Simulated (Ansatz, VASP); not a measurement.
# SiO2: VASP beside Ansatz

One calculation is typed for both programs; each brings its own data sets. How far apart do they land? The cell is taken from a series of runs on this material, whose earlier steps may have relaxed, scaled, displaced or heated it; both programs get it as it stands. Other levels of theory on this material are compared in a session of their own.

Method: plane waves, with VASP 6.6.1 beside it; r2SCAN, r2SCAN with rVV10 and r2SCAN with D4, in Ansatz 0.2.0.

## (1) The structure

It takes space group P3_221 (No. 154, trigonal). The conventional cell has a = 4.782 Å, b = 4.782 Å, c = 5.260 Å, α = 90.00°, β = 90.00°, γ = 120.00°. Nearest to Si lie 4 O at 1.61 Å. O has 2 Si at 1.61 Å nearest. Farther neighbours and most contacts between anions are not listed.

Structure file:

```xyz
9
Lattice="4.7816 0.0000 0.0000 -2.3908 4.1410 0.0000 0.0000 0.0000 5.2601" Properties=species:S:1:pos:R:3 pbc="T T T"
Si    2.1812    0.0000    3.5068
Si   -1.0906    1.8890    1.7534
Si    1.3002    2.2520    5.2601
O     1.2502    1.1961    4.0410
O     3.1206    0.4846    2.2877
O     2.8016    2.4602    0.5343
O     0.4108    1.6807    1.2191
O    -1.1406    2.9449    2.9725
O     0.7298    3.6564    4.7259
```

## (2) VASP: single point, r2SCAN

A single point takes one fixed geometry, so differences don't come from the geometry; what else differs is listed under the comparison.

Lines of VASP's logs that name or quote its potential files are left out, and so is its time.

Input file INCAR:

```
SYSTEM = SiO2
PREC = Accurate
ENCUT = 580
EDIFF = 1E-06
NELM = 120
ISMEAR = 0
SIGMA = 0.01
LREAL = .FALSE.
ALGO = Normal
METAGGA = R2SCAN
LASPH = .TRUE.
NBANDS = 33
LORBIT = 11
LWAVE = .FALSE.
LCHARG = .FALSE.
ISIF = 2
GGA_COMPAT = .FALSE.
EFERMI = MIDGAP
LMIXTAU = .TRUE.
KPAR = 2
```

Input file POSCAR:

```
SiO2
1.0
    4.7815968017      0.0000000000      0.0000000000
   -2.3907984008      4.1409843009      0.0000000000
    0.0000000000      0.0000000000      5.2601494077
Si O
3 6
Direct
    0.4561689117      0.0000000000      0.6666666667
    0.0000000000      0.4561689117      0.3333333333
    0.5438310883      0.5438310883      1.0000000000
    0.4058805719      0.2888513514      0.7682384365
    0.7111486486      0.1170292205      0.4349051032
    0.8829707795      0.5941194281      0.1015717698
    0.2888513514      0.4058805719      0.2317615635
    0.1170292205      0.7111486486      0.5650948968
    0.5941194281      0.8829707795      0.8984282302
```

Input file KPOINTS:

```
Automatic mesh
0
Gamma
6 6 4
0 0 0
```

The projector-augmented-wave data sets are Si and O (PBE family, release 64).

On the command line:

```bash
mpirun -np 2 vasp_std
```

Numbers of over 12 decimals in the logs are rounded to 6 here.

The log of the run:

```text
[banner, memory and clock lines left out]
running    2 mpi-ranks, on    1 nodes
 distrk:  each k-point on    1 cores,    2 groups
 distr:  one band on    1 cores,    1 groups

 POSCAR found type information on POSCAR SiO
 POSCAR found :  2 types and       9 ions
|                                                                             |
|               ----> ADVICE to this user running VASP <----                  |
|                                                                             |
|     You enforced a specific xc type in the INCAR file but a different       |
|     [... a line on the potential file left out ...]
|     I HOPE YOU KNOW WHAT YOU ARE DOING!                                     |
|                                                                             |

 LDA part: xc-table for (None), standard interpolation
 POSCAR, INCAR and KPOINTS ok, starting setup
 FFT: planning ... GRIDC
 FFT: planning ... GRID_SOFT
 FFT: planning ... GRID
 WAVECAR not read
 entering main loop
       N       E                     dE             d eps       ncg     rms          rms(c)
DAV:   1     0.257998539347E+03    0.25800E+03   -0.27755E+04  1584   0.152E+03
DAV:   2    -0.952767847453E+02   -0.35328E+03   -0.34302E+03  2028   0.327E+02
DAV:   3    -0.112518971417E+03   -0.17242E+02   -0.17180E+02  2008   0.756E+01
DAV:   4    -0.112688547542E+03   -0.16958E+00   -0.16943E+00  1992   0.839E+00
DAV:   5    -0.112690804806E+03   -0.22573E-02   -0.22565E-02  1984   0.963E-01    0.261E+01
DAV:   6    -0.941680828109E+02    0.18523E+02   -0.21676E+01  1855   0.236E+01    0.151E+01
DAV:   7    -0.876006312138E+02    0.65675E+01   -0.19881E+00  1904   0.107E+01    0.495E+00
DAV:   8    -0.946610354749E+02   -0.70604E+01   -0.23887E+00  1761   0.908E+00    0.300E+00
DAV:   9    -0.888600309292E+02    0.58010E+01   -0.13669E+00  1628   0.707E+00    0.839E-01
DAV:  10    -0.891493620743E+02   -0.28933E+00   -0.32102E-01  1609   0.471E+00    0.731E-01
DAV:  11    -0.891297781625E+02    0.19584E-01   -0.49296E-03  2016   0.496E-01    0.626E-01
DAV:  12    -0.893043808592E+02   -0.17460E+00   -0.79000E-02  1611   0.214E+00    0.178E-01
DAV:  13    -0.893063441702E+02   -0.19633E-02   -0.66446E-03  1967   0.564E-01    0.895E-02
DAV:  14    -0.893095834660E+02   -0.32393E-02   -0.18720E-03  1720   0.384E-01    0.467E-02
DAV:  15    -0.893103219647E+02   -0.73850E-03   -0.13408E-03  1618   0.340E-01    0.237E-02
DAV:  16    -0.893117302667E+02   -0.14083E-02   -0.36107E-04  1630   0.180E-01    0.225E-02
DAV:  17    -0.893116936501E+02    0.36617E-04   -0.37393E-05  2005   0.534E-02    0.791E-03
DAV:  18    -0.893118273163E+02   -0.13367E-03   -0.91077E-05  1634   0.866E-02    0.838E-03
DAV:  19    -0.893118443665E+02   -0.17050E-04   -0.61975E-06  1660   0.222E-02    0.399E-03
DAV:  20    -0.893118448454E+02   -0.47891E-06   -0.19746E-06  1384   0.995E-03
   1 F= -.89311845E+02 E0= -.89311845E+02  d E =0.000000E+00
```

OUTCAR, selected parts (step 2):

```text
ion  position               nearest neighbor table
   1  0.456  0.000  0.667-   4 1.61   8 1.61   9 1.61   5 1.61   3 2.99   3 2.99   2 2.99   2 2.99

  LATTYP: Found a hexagonal cell.
 ALAT       =     4.7815968017
 C/A-ratio  =     1.1000821746

 Subroutine GETGRP returns: Found  6 space group operations
 (whereof  2 operations were pure point group operations)

The static configuration has the point symmetry C_2 .
 The point group associated with its full space group is D_3 .

 Found     24 irreducible k-points:

   k-points           NKPTS =     24   k-points in BZ     NKDIM =     24   number of bands    NBANDS=     33

   dimension x,y,z NGX =    40 NGY =   40 NGZ =   42
   dimension x,y,z NGXF=    80 NGYF=   80 NGZF=   84

   ENCUT  =  580.0 eV  42.63 Ry    6.53 a.u.   9.39  9.39 10.33*2*pi/ulx,y,z

   NELECT =      48.0000    total number of electrons

 k-points in reciprocal lattice and weights: Automatic mesh
   0.00000000  0.00000000  0.00000000       0.007
   0.16666667 -0.00000000  0.00000000       0.042
   0.33333333  0.00000000  0.00000000       0.042
   0.50000000  0.00000000  0.00000000       0.021
   0.16666667  0.16666667  0.00000000       0.042
   0.33333333  0.16666667  0.00000000       0.083
   0.33333333  0.33333333  0.00000000       0.014
   0.00000000  0.00000000  0.25000000       0.014
   0.16666667 -0.00000000  0.25000000       0.042
[...]
0.33333333  0.16666667  0.50000000       0.083
   0.33333333  0.33333333  0.50000000       0.014

 average (electrostatic) potential at core
       1 -88.6755       2 -88.6755       3 -88.6755       4 -75.4594       5 -75.4594
       6 -75.4594       7 -75.4594       8 -75.4594       9 -75.4594

 E-fermi :   4.7992

 k-point     1 :       0.0000    0.0000    0.0000
  band No.  band energies     occupation
    ...
     20       0.1904      2.00000
     21       0.2348      2.00000
     22       0.2348      2.00000
     23       1.1180      2.00000
     24       1.1180      2.00000
     25       8.2572      0.00000
     26      11.5856      0.00000
     27      11.5856      0.00000
     28      12.6506      0.00000
     29      12.6506      0.00000
    ...

 k-point     2 :       0.1667   -0.0000    0.0000
  band No.  band energies     occupation
    ...
     20       0.1065      2.00000
     21       0.2551      2.00000
     22       0.3237      2.00000
     23       1.1240      2.00000
     24       1.1711      2.00000
     25       8.7315      0.00000
     26      11.7192      0.00000
     27      11.7439      0.00000
     28      12.4184      0.00000
     29      12.6660      0.00000
    ...

 k-point     3 :       0.3333    0.0000    0.0000
  band No.  band energies     occupation
    ...
     20       0.1762      2.00000
     21       0.3114      2.00000
     22       0.5644      2.00000
     23       1.0952      2.00000
     24       1.2578      2.00000
     25       9.8462      0.00000
     26      11.7992      0.00000
     27      11.9123      0.00000
     28      12.2642      0.00000
     29      12.8515      0.00000
    ...

  Total        2.5796078      2.5796078      3.3665657      0.0000000     -0.0000000      0.0000000
  in kB       39.6816427     39.6816427     51.7872754      0.0000000     -0.0000000      0.0000000
  external PRESSURE =      43.7168536 kB  Pullay stress =       0.0000000 kB

  energy-cutoff  :      580.00
  volume of cell :      104.15
      direct lattice vectors                 reciprocal lattice vectors
     4.781596802  0.000000000  0.000000000     0.209135157  0.120744239  0.000000000
    -2.390798401  4.140984301  0.000000000     0.000000000  0.241488479  0.000000000
     0.000000000  0.000000000  5.260149408     0.000000000  0.000000000  0.190108668

 POSITION                                       TOTAL-FORCE (eV/Angst)
 -----------------------------------------------------------------------------------
      2.18122      0.00000      3.50677        -0.033185      0.000000      0.000000
     -1.09061      1.88899      1.75338         0.016592     -0.028739     -0.000000
      1.30019      2.25200      0.00000         0.016592      0.028739      0.000000
      1.25017      1.19613      4.04105         0.003164      0.003672      0.000744
      3.12063      0.48462      2.28767        -0.004762      0.000905      0.000744
      2.80159      2.46024      0.53428         0.001598     -0.004576      0.000744
      0.41079      1.68075      1.21910         0.001598      0.004576     -0.000744
     -1.14063      2.94486      2.97248         0.003164     -0.003672     -0.000744
      0.72983      3.65637      4.72587        -0.004762     -0.000905     -0.000744
 -----------------------------------------------------------------------------------
    total drift:                               -0.000000     -0.000001      0.000000

  FREE ENERGIE OF THE ION-ELECTRON SYSTEM (eV)
  ---------------------------------------------------
  free  energy   TOTEN  =       -89.3118448454 eV

  energy  without entropy=      -89.3118448454  energy(sigma->0) =      -89.31184485

 total charge
# of ion       s       p       d       tot
------------------------------------------
    1        0.644   1.019   0.000   1.662
    2        0.644   1.019   0.000   1.662
    3        0.644   1.019   0.000   1.662
    4        1.557   3.731   0.000   5.288
    5        1.557   3.731   0.000   5.288
    6        1.557   3.731   0.000   5.288
    7        1.557   3.731   0.000   5.288
    8        1.557   3.731   0.000   5.288
    9        1.557   3.731   0.000   5.288
--------------------------------------------------
tot         11.273  25.444   0.000  36.717

[... 3 further parts left out ...]
```

The run ends at a pressure of 4.37 GPa, with forces up to 0.033 eV/Å.

## (3) Ansatz: single point, r2SCAN

Ansatz runs on its default PAW (the set named soft_2) files.

The same cell, functional and mesh now go to Ansatz.

Input file input.yaml:

```yaml
crystal:
  lattice:
    - [4.7815968017, 0.0, 0.0]
    - [-2.3907984008, 4.1409843009, 0.0]
    - [0.0, 0.0, 5.2601494077]
  atoms:
    - { symbol: Si, position: [0.4561689117, 0.0, 0.6666666667] }
    - { symbol: Si, position: [0.0, 0.4561689117, 0.3333333333] }
    - { symbol: Si, position: [0.5438310883, 0.5438310883, 0.0] }
    - { symbol: O, position: [0.4058805719, 0.2888513514, 0.7682384365] }
    - { symbol: O, position: [0.7111486486, 0.1170292205, 0.4349051032] }
    - { symbol: O, position: [0.8829707795, 0.5941194281, 0.1015717698] }
    - { symbol: O, position: [0.2888513514, 0.4058805719, 0.2317615635] }
    - { symbol: O, position: [0.1170292205, 0.7111486486, 0.5650948968] }
    - { symbol: O, position: [0.5941194281, 0.8829707795, 0.8984282302] }
kpoints:
  mp_grid: { grid: [6, 6, 4] }
hamiltonian:
  xc: r2scan
scf:
  occupations: { method: fixed }
  n_extra_bands: 7
  lower_state_search: "off"
  convergence: { dr2_threshold: 1.0e-09 }
output:
  eigenvalues: true
basis:
  ecutwfc: 650
```

On the command line:

```bash
ansatz run input.yaml --threads 24 --pin off --max-ram 27648MiB --backend cpu --events-out ev --progress --plain --runs-dir out
```

The log of the run:

```text
scf.n_extra_bands = 7 over 24 filled bands (N_el = 48.0): the run solves 31 bands
Engine: ansatz 0.2.0, aarch64-unknown-linux-gnu
Pseudopotentials: kind: paw
Pseudopotential: Si, paw, valence charge 4, recommended cutoff 500 eV (meta_gga), Si.paw.azcp
Pseudopotential: O, paw, valence charge 6, recommended cutoff 500 eV (meta_gga), O.paw.azcp
Functional definition: r2SCAN
  parameter k0 = 0.174
  parameter k1 = 0.065
  parameter a1 = 4.9479
  exchange = r2scan_x(k0 = k0, k1 = k1, a1 = a1)
  correlation = r2scan_c
Crystal: 9 atoms, lattice volume = 104.154 Å³
Basis set: ecut = 650 eV, 3909 PW (Γ), exchange–correlation on 160×160×180 points (64 copies of the dense FFT grid, shifted against one another)
Bands: 31, of which v1, the nominal top of the filled ones, is band 24 counted from 1 (23 counted from 0)
Symmetry: 6 space group operations
Space group: P3221 (ITA 154), of the structure as read, at distance tolerance 4.7e-5 Å
k-points: 24 of 144 (time reversal used)
Non-local potential: Si, projectors of the file, l = 0: 2, l = 1: 2, l = 2: 2
Non-local potential: O, projectors of the file, l = 0: 2, l = 1: 2, l = 2: 1
PAW form: soft (Blöchl's): semilocal exchange-correlation on the pseudo side does not see the compensation charge
PAW frozen core: Si, regenerated for the run's functional (the file was generated under x = pbe(κ = 0.804, μ = 0.219515), c = pbe(β = 0.066725))
PAW frozen core: O, regenerated for the run's functional (the file was generated under x = pbe(κ = 0.804, μ = 0.219515), c = pbe(β = 0.066725))
PAW one-centre angular grid: Si, 302 points (default); XC on 160 Gauss nodes
PAW one-centre angular grid: O, 302 points (default); XC on 160 Gauss nodes
Initial density: superposition of atomic densities (neutral atoms: chi_scale 0, normalization atom), corrected by the library's trained network
Initial wavefunctions: pseudopotential atomic-orbital guess
Functional: x = r2scan, c = r2scan; τ floored in thin density (d = 2e-4 eV/Å³)
SCF iter   1: F=-5340.175581 eV  HF=-5339.946785 eV  |F-HF|=2.29e-1  |Δ(HF+E_count)|=         —  Δρ=7.91e-3  dr2=6.09e-2  dr2_τ=8.16e-1  ethr=1.77e-3  ⟨swp⟩=5.0  Hψ=3530  notcnv=0  defer=107
preconditioner: auto → Resta (q_TF=auto, 2.398 Å⁻¹)  ε∞=3.0  [insulator: Δε(μ)=6.927 eV  Ē_g=18.035 eV  n_scr=22 (ndim 8)  ℏωp=25.2 eV  f_vac=0.069  ε∞_Penn≈3.0]
SCF iter   2: F=-5340.198545 eV  HF=-5340.204980 eV  |F-HF|=6.43e-3  |Δ(HF+E_count)|=   2.58e-1  Δρ=5.21e-3  dr2=1.95e-2  dr2_τ=1.16e-3  ethr=1.27e-4  ⟨swp⟩=3.0  Hψ=1736  notcnv=0  defer=117
SCF iter   3: F=-5340.201367 eV  HF=-5340.201319 eV  |F-HF|=4.80e-5  |Δ(HF+E_count)|=   3.66e-3  Δρ=5.25e-4  dr2=1.39e-4  dr2_τ=1.41e-4  ethr=4.07e-5  ⟨swp⟩=2.0  Hψ=1270  notcnv=0  defer=117
SCF iter   4: F=-5340.201416 eV  HF=-5340.201413 eV  |F-HF|=2.89e-6  |Δ(HF+E_count)|=   9.40e-5  Δρ=2.02e-4  dr2=1.85e-5  dr2_τ=2.25e-6  ethr=2.90e-7  ⟨swp⟩=2.0  Hψ=1413  notcnv=0  defer=118
SCF iter   5: F=-5340.201420 eV  HF=-5340.201421 eV  |F-HF|=5.35e-7  |Δ(HF+E_count)|=   7.73e-6  Δρ=6.17e-5  dr2=4.05e-6  dr2_τ=2.13e-7  ethr=3.85e-8  ⟨swp⟩=2.0  Hψ=1300  notcnv=0  defer=90
SCF iter   6: F=-5340.201457 eV  HF=-5340.201457 eV  |F-HF|=2.77e-8  |Δ(HF+E_count)|=   3.58e-5  Δρ=2.08e-5  dr2=5.14e-7  dr2_τ=9.34e-9  ethr=8.43e-9  ⟨swp⟩=3.0  Hψ=1362  notcnv=0  defer=58
SCF iter   7: F=-5340.201457 eV  HF=-5340.201457 eV  |F-HF|=1.39e-10  |Δ(HF+E_count)|=   9.78e-8  Δρ=3.54e-6  dr2=1.41e-8  dr2_τ=4.86e-10  ethr=1.07e-9  ⟨swp⟩=3.0  Hψ=1489  notcnv=0  defer=59
SCF iter   8: F=-5340.201457 eV  HF=-5340.201457 eV  |F-HF|=2.18e-11  |Δ(HF+E_count)|=   3.50e-9  Δρ=4.37e-7  dr2=1.82e-10  dr2_τ=1.39e-11  ethr=2.08e-12  ⟨swp⟩=10.1  Hψ=3620  notcnv=0
SCF 1 converged in 8 iterations: F = -5340.201457 eV  dr2 = 1.82e-10
  greatest PAW one-centre occupation: 0.871 electrons in one spin orbital (limit 2), on the O atom at site 8 (counted from 0), in its partial waves of l = 0
SCF converged after 8 iterations
Free energy (F): -5340.201457 eV
Harris-Foulkes:  -5340.201457 eV  (|F-HF|=2.18e-11)
Internal energy: -5340.201457 eV  (E = F + TS)
E sigma→0 (E₀):  -5340.201457 eV
Fermi energy:    2.908916 eV
--- Per-component energies (eV) ---
  E_band       = -200.073236
  E_kinetic    = 1219.781822
  E_local      = -2748.896945  (includes V_loc(G=0)·N_el)
  E_nonlocal   = 354.378610
  E_hartree    = 980.173856
  E_xc         = -602.251533
  E_vxc        = -796.796038  (∫ρ·V_xc dr)
  E_paw        = -2525.632534  (= ΣΔE_a)
  E_vpaw       = -238.550842  (= ΣTr[D̂ρ^β])
  E_aug_tail   = 0.002890  (compensation charges beyond the density's cutoff)
  E_vtau       = 49.658992  (kinetic-family band-sum trace: ∫τ·v_τ [+ j·A + Jᵃ·Aᵃ] dr)
  E_ewald      = -2017.336679
  E_core_change = -0.420944  (= ΣΔE_core)
  E_smearing   = -0.000000  (= −TS)
  E_closure    = 0.000000  (closes the sum)
  Σ components = -5340.201457   (vs F -5340.201457, Δ=0.00e0)
--- Band table (eV; the first three rows and the last of 24) ---
[... rows of the band table ...]
```

In the SCF lines HF is the Harris–Foulkes energy and dr2 the Hartree energy of the density residual, in eV; the loop may stop once dr2 is under the threshold and the program's other checks hold. Hψ counts applications of the Hamiltonian.

## (4) Side by side

Known differences besides the potentials themselves: VASP keeps PBE cores, Ansatz makes them for the functional; fixed occupations in Ansatz, narrow Gaussian smearing in VASP; the cutoff is 650 eV in Ansatz and 580 eV in VASP. Total energies have different zeros and are not compared.

Both answers:

| quantity | Ansatz | VASP | difference |
| --- | --- | --- | --- |
| gap on the k mesh (eV) | 6.911 | 6.916 | -0.005 |

A gap on the mesh is an upper bound, since the band edges may lie between its points.

[end of part 1 of 2]

[Lines on the potential files, build, host, timing and source positions are cut from VASP's logs without a mark.]

[Logs are printed without paths, hosts, clocks, repeated set-up lines and the standing remarks that a program may print on its own settings, such as how far it seeks lower states.]

[Hosts, paths, dates, database ids (printed as entryN), source tags and the programs' standing remarks are cut or masked in the printed files.]
